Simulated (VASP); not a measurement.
Energy against volume of AuAl$_{2}$ (fluorite). These are RPBE GGA, VASP's PBE PAW potentials (set 64) (plane waves; VASP) values and carry that method's errors. Numerical set-up: 520 eV cut-off, 9×9×9 Γ-centred mesh, first-order Methfessel-Paxton smearing of 0.10 eV, potentials Al Au.

```csv
V (Å³/atom),E (eV/atom)
18.291,-3.62729
18.857,-3.63278
19.422,-3.62770
19.988,-3.61373
```

### Question
Fit these four points and predict the energy of the run at 17.725 Å³/atom.

### Answer
A cubic in V^(−2/3), the third-order Birch-Murnaghan form, passes through the four points with V0 = 18.85 Å³/atom and B0 = 100 GPa, and gives -3.6092 eV/atom there. The run gave -3.6092 eV/atom, +0.0 meV/atom from the fit; all five points give B0 = 100 GPa.

The compound is AuAl2 in the fluorite structure. It was relaxed first.
